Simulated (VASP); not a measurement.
All values below come from RPBE GGA, VASP's PBE PAW potentials (set 64) (plane waves; VASP).

Input for VASP

### POSCAR
```
La
1
    1.9093948320    -3.3071690972    -0.0000000000
    1.9093948320     3.3071690972    -0.0000000000
    0.0000000000    -0.0000000000    12.3632286148
La
4
Direct
  0.0000000000   0.0000000000   0.5000000000
  0.0000000000   0.0000000000   1.0000000000
  0.3333330000   0.6666670000   0.2500000000
  0.6666670000   0.3333330000   0.7500000000
```

INCAR:
```
ALGO  =  Normal
EDIFF  =  1E-7
ENCUT  =  520
GGA  =  RP
ISIF  =  2
ISMEAR  =  -5
LASPH  =  .True.
LCHARG  =  .True.
LEFG  =  .True.
LMAXMIX  =  6
LORBIT  =  11
LREAL  =  .False.
LWAVE  =  .False.
NEDOS  =  601
NELM  =  100
PREC  =  Accurate
SYSTEM  =  La
```

KPOINTS:
```
Automatic mesh
0
Gamma
10 10 3
0 0 0
```

POTCAR, in this order: La (PBE.64 set). Program: vasp_std.

What VASP printed:

OUTCAR:
```
 ion  position               nearest neighbor table
   1  0.000  0.000  0.500-
   2  0.000  0.000  0.000-
   3  0.333  0.667  0.250-
   4  0.667  0.333  0.750-
  LATTYP: Found a hexagonal cell.
 ALAT       =     3.8187898688
 C/A-ratio  =     3.2374728748
 Subroutine PRICEL returns:
 Original cell was already a primitive cell.
 Subroutine GETGRP returns: Found 24 space group operations
The static configuration has the point symmetry D_3d.
 The point group associated with its full space group is D_6h.
The dynamic configuration has the point symmetry D_3d.
 Subroutine INISYM returns: Found 24 space group operations
 Subroutine IBZKPT returns following result:
 Found     28 irreducible k-points:

 Following reciprocal coordinates:
            Coordinates               Weight
  0.000000  0.000000  0.000000      1.000000
  0.100000  0.000000  0.000000      6.000000
  0.200000  0.000000  0.000000      6.000000
  0.300000  0.000000  0.000000      6.000000
  0.400000  0.000000  0.000000      6.000000
  0.500000  0.000000  0.000000      3.000000
  0.100000  0.100000  0.000000      6.000000
  0.200000  0.100000  0.000000     12.000000
  0.300000  0.100000  0.000000     12.000000
  0.400000  0.100000  0.000000     12.000000
  0.200000  0.200000  0.000000      6.000000
  0.300000  0.200000  0.000000     12.000000
  0.400000  0.200000  0.000000      6.000000
  0.300000  0.300000  0.000000      6.000000
  0.000000  0.000000  0.333333      2.000000
  0.100000  0.000000  0.333333     12.000000
  0.200000  0.000000  0.333333     12.000000
  0.300000  0.000000  0.333333     12.000000
  0.400000  0.000000  0.333333     12.000000
  0.500000  0.000000  0.333333      6.000000
  0.100000  0.100000  0.333333     12.000000
  0.200000  0.100000  0.333333     24.000000
  0.300000  0.100000  0.333333     24.000000
  0.400000  0.100000  0.333333     24.000000
  0.200000  0.200000  0.333333     12.000000
  0.300000  0.200000  0.333333     24.000000
  0.400000  0.200000  0.333333     12.000000
  0.300000  0.300000  0.333333     12.000000
   k-points           NKPTS =     28   k-points in BZ     NKDIM =     28   number of bands    NBANDS=     26
   number of dos      NEDOS =    601   number of ions     NIONS =      4
   total plane-waves  NPLWV =  75264
   dimension x,y,z NGX =    28 NGY =   28 NGZ =   96
   dimension x,y,z NGXF=    56 NGYF=   56 NGZF=  192
   ions per type =               4
   PREC   = accura    normal or accurate (medium, high low for compatibility)
   ISTART =      0    job   : 0-new  1-cont  2-samecut
   ICHARG =      2    charge: 1-file 2-atom 10-const
   ISPIN  =      1    spin polarized calculation?
   LNONCOLLINEAR =      F non collinear calculations
   LSORBIT =      F    spin-orbit coupling
   INIWAV =      1    electr: 0-lowe 1-rand  2-diag
   ENCUT  =  520.0 eV  38.22 Ry    6.18 a.u.   7.10  7.10 22.99*2*pi/ulx,y,z
   NELM   =    100;   NELMIN=  2; NELMDL= -5     # of ELM steps
   EDIFF  = 0.1E-06   stopping-criterion for ELM
   LREAL  =      F    real-space projection
   NLSPLINE    = F    spline interpolate recip. space projectors
   LMAXMIX     =    6 max onsite mixed and CHGCAR
   VOSKOWN=      0    Vosko Wilk Nusair interpolation
   EDIFFG = 0.1E-05   stopping-criterion for IOM
   NSW    =      0    number of steps for IOM
   NBLOCK =      1;   KBLOCK =      1    inner block; outer block
   IBRION =     -1    ionic relax: 0-MD 1-quasi-New 2-CG
   NFREE  =      0    steps in history (QN), initial steepest desc. (CG)
   ISIF   =      2    stress and relaxation
   ISYM   =      2    0-nonsym 1-usesym 2-fastsym
...
```

### OSZICAR
```
       N       E                     dE             d eps       ncg     rms          rms(c)
DAV:   1     0.574281470057E+03    0.57428E+03   -0.15013E+04  1456   0.227E+03
DAV:   2     0.118140918998E+03   -0.45614E+03   -0.45064E+03  2264   0.446E+02
DAV:   3    -0.160574048104E+01   -0.11975E+03   -0.11890E+03  2616   0.271E+02
DAV:   4    -0.158473171840E+02   -0.14242E+02   -0.14052E+02  2688   0.942E+01
DAV:   5    -0.178050004219E+02   -0.19577E+01   -0.18929E+01  2856   0.334E+01    0.471E+00
DAV:   6    -0.180773255306E+02   -0.27233E+00   -0.25495E+00  2824   0.118E+01    0.247E+00
DAV:   7    -0.181765848511E+02   -0.99259E-01   -0.56473E-01  2616   0.586E+00    0.836E-01
DAV:   8    -0.181962648600E+02   -0.19680E-01   -0.68613E-02  2864   0.218E+00    0.568E-01
DAV:   9    -0.181968110199E+02   -0.54616E-03   -0.72185E-03  2624   0.588E-01    0.414E-01
DAV:  10    -0.181943930585E+02    0.24180E-02   -0.17398E-02  2208   0.129E+00    0.135E-01
DAV:  11    -0.181942715724E+02    0.12149E-03   -0.21997E-03  2688   0.435E-01    0.909E-02
DAV:  12    -0.181941447196E+02    0.12685E-03   -0.32222E-04  2552   0.160E-01    0.398E-02
DAV:  13    -0.181941347881E+02    0.99314E-05   -0.15192E-04  2680   0.887E-02    0.745E-03
DAV:  14    -0.181941359574E+02   -0.11693E-05   -0.14460E-05  2712   0.310E-02    0.371E-03
DAV:  15    -0.181941396253E+02   -0.36679E-05   -0.20633E-06  2240   0.942E-03    0.526E-03
DAV:  16    -0.181941381253E+02    0.15000E-05   -0.22449E-06  2416   0.153E-02    0.585E-04
DAV:  17    -0.181941379864E+02    0.13887E-06   -0.11847E-07  1440   0.556E-03    0.317E-04
DAV:  18    -0.181941380550E+02   -0.68595E-07   -0.20699E-09  1328   0.393E-03
   1 F= -.18194138E+02 E0= -.18194138E+02  d E =0.000000E+00
```

OUTCAR:
```
------------------------ aborting loop because EDIFF is reached ----------------------------------------
  FORCE on cell =-STRESS in cart. coord.  units (eV):
  Direction    XX          YY          ZZ          XY          YZ          ZX
  --------------------------------------------------------------------------------------
  Total        0.3508602      0.3508602     -0.2650422      0.0000000     -0.0000000     -0.0000000
  in kB        3.6002331      3.6002336     -2.7196404      0.0000000     -0.0000000     -0.0000000
  external PRESSURE =       1.4936087 kB  Pullay stress =       0.0000000 kB
  volume of cell :      156.14
      direct lattice vectors                 reciprocal lattice vectors
     1.909394832 -3.307169097  0.000000000     0.261863074 -0.151186705  0.000000000
     1.909394832  3.307169097  0.000000000     0.261863074  0.151186705  0.000000000
     0.000000000  0.000000000 12.363228615     0.000000000  0.000000000  0.080885021
 POSITION                                       TOTAL-FORCE (eV/Angst)
 -----------------------------------------------------------------------------------
      0.00000      0.00000      6.18161        -0.000000      0.000000     -0.000000
      0.00000      0.00000      0.00000        -0.000000      0.000000     -0.000000
      1.90939      1.10239      3.09081         0.000000      0.000000      0.000000
      1.90939     -1.10239      9.27242        -0.000000      0.000000      0.000000
 -----------------------------------------------------------------------------------
    total drift:                                0.000000      0.000000      0.000000
  FREE ENERGIE OF THE ION-ELECTRON SYSTEM (eV)
  ---------------------------------------------------
  free  energy   TOTEN  =       -18.1941380550 eV

  energy  without entropy=      -18.1941380550  energy(sigma->0) =      -18.19413806

 total charge

# of ion       s       p       d       f       tot
--------------------------------------------------
    1        2.057   5.574   0.850   0.080   8.561
    2        2.057   5.574   0.850   0.080   8.561
    3        2.058   5.580   0.845   0.072   8.555
    4        2.058   5.580   0.845   0.072   8.555
--------------------------------------------------
tot          8.229  22.307   3.391   0.304  34.231

 Electric field gradients after diagonalization (V/A^2)
 (convention: |V_zz| > |V_xx| > |V_yy|)
----------------------------------------------------------------------
 ion       V_xx      V_yy      V_zz     asymmetry (V_yy - V_xx)/ V_zz
----------------------------------------------------------------------
   1      -5.066    -5.064    10.130       0.000
   2      -5.066    -5.064    10.130       0.000
   3      -7.439    -7.436    14.875       0.000
   4      -7.439    -7.436    14.875       0.000
```
(Selected blocks of OUTCAR.)

OUTCAR:
```
 val. band max:        7.5113287849   @ k =   0.1000   0.1000   0.3333

 cond. band min:       7.4965947134   @ k =   0.3000   0.3000   0.3333


 Fermi energy:         7.5285942102

 k-point     1 :       0.0000    0.0000    0.0000
  band No.  band energies     occupation
      1     -25.4843      2.00000
      2     -25.4085      2.00000
      3     -25.3975      2.00000
      4     -25.3195      2.00000
      5      -9.7729      2.00000
      6      -9.2080      2.00000
      7      -9.2041      2.00000
      8      -8.7458      2.00000
      9      -8.7458      2.00000
     10      -8.6772      2.00000
     11      -8.6772      2.00000
     12      -8.6559      2.00000
     13      -8.6559      2.00000
     14      -8.5854      2.00000
     15      -8.5854      2.00000
     16      -8.5702      2.00000
     17       4.2904      2.00000
     18       5.5583      2.00000
     19       5.5763      2.00000
     20       5.8159      2.00000
     21       7.9441      0.00000
     22       8.0616      0.00000
     23       8.7119      0.00000
     24       8.7212      0.00000
     25       8.7545      0.00000
     26       8.8043      0.00000

 k-point     2 :       0.1000    0.0000    0.0000
  band No.  band energies     occupation
      1     -25.4713      2.00000
      2     -25.3988      2.00000
      3     -25.3878      2.00000
      4     -25.3134      2.00000
      5      -9.7369      2.00000
      6      -9.2196      2.00000
      7      -9.2168      2.00000
      8      -8.8350      2.00000
      9      -8.7741      2.00000
     10      -8.7402      2.00000
     11      -8.7244      2.00000
     12      -8.6976      2.00000
     13      -8.6762      2.00000
     14      -8.6757      2.00000
     15      -8.5975      2.00000
     16      -8.5845      2.00000
     17       4.5342      2.00000
     18       5.7790      2.00000
     19       5.7946      2.00000
     20       6.0446      2.00000
     21       7.6955      0.08466
     22       7.9042      0.00000
...
```

For a metal the tetrahedron method with Blöchl corrections gives inexact stress and forces.

The compound is La in the dhcp structure. It was relaxed first.
